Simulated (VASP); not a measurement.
Here is a VASP 6.6.1 calculation.

File INCAR:

```
  PREC = Accurate
  ENCUT = 520
  EDIFF = 1E-6
  ISMEAR = 0
  SIGMA = 0.1
  LREAL = F
  LASPH = T
  NELM = 100
  ALGO = Normal
  ISIF = 2
  LWAVE = F
  LCHARG = T
  LELF = T
  LVHAR = T
  NBANDS = 44
```

Contents of KPOINTS:

```
Automatic mesh
0
Gamma
  1 1 1
  0.5 0.5 0.5
```

Contents of POSCAR:

```
Ba
1.0
    0.0000000000      6.4653300000      6.4653300000
    6.4653300000      0.0000000000      6.4653300000
    6.4653300000      6.4653300000      0.0000000000
Ba
7
Direct
   -0.1146968523      0.1115358381      0.0225409995
    0.1452065092      0.3579889967      0.0145110922
   -0.1009631372      0.6135898709      0.5264643877
    0.6458051639     -0.1398965714      0.0113082395
    0.3818586213      0.0965135577      0.5169449974
    0.3966601086      0.6002091927      0.0224416232
    0.6461295092      0.3600591926      0.5107886991
```

Potentials or basis: VASP PAW LDA potentials, release 64 (Ba_sv).

Run with:

```console
$ cat potpaw_LDA.64/Ba_sv/POTCAR > POTCAR
$ mpirun -np 1 vasp_std > vasp.out
```

Predict the band gap on the k mesh.

none (metal or under the smearing width).

Predict the pressure.

-1.4 GPa.

What does it give for the largest force?

0.316 eV/Å.

Stress tensor (GPa, compression positive):
```
-1.86  0.13  0.60
 0.13 -1.86  0.60
 0.60  0.60 -0.44
```

The run has no spin-orbit coupling, so splittings on Ba are missing.
